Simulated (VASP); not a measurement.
Consider the following.

```xyz
2
Lattice="0.0000 2.2559 2.2559 2.2559 0.0000 2.2559 2.2559 2.2559 0.0000" Properties=species:S:1:pos:R:3 pbc="T T T"
Hf     0.0000     0.0000     0.0000
N      2.2559     2.2559     2.2559
```

These are PBEsol GGA, VASP's PBE PAW potentials (set 64) (plane waves; VASP) values and carry that method's errors. Settings: 400 eV cut-off, 10×10×10 Γ-centred mesh, first-order Methfessel-Paxton smearing of 0.10 eV, potentials Hf_pv N.

At this cut-off the stress carries a Pulay error, which pulls relaxed volumes low. Unless said otherwise, spin-orbit coupling is left out, though it shifts the bands of the heavy elements here.

**Question.** What does the run give for the energy per atom (σ→0), pressure, band gap (on the k-mesh) with the smallest direct gap where there is one?

**Answer.** 
| Item | Result |
|---|---|
| band gap (on the k-mesh) | none (metal, semimetal or under 0.01 eV) |
| energy per atom (σ→0) | -11.491 eV/atom |
| pressure | -7.22 GPa |

The structure comes from a computed database's HfN entry; how it stands against other phases isn't given here. The cell was not relaxed at this level. The electron count is odd and the run is not spin-polarised, which forces a metal.
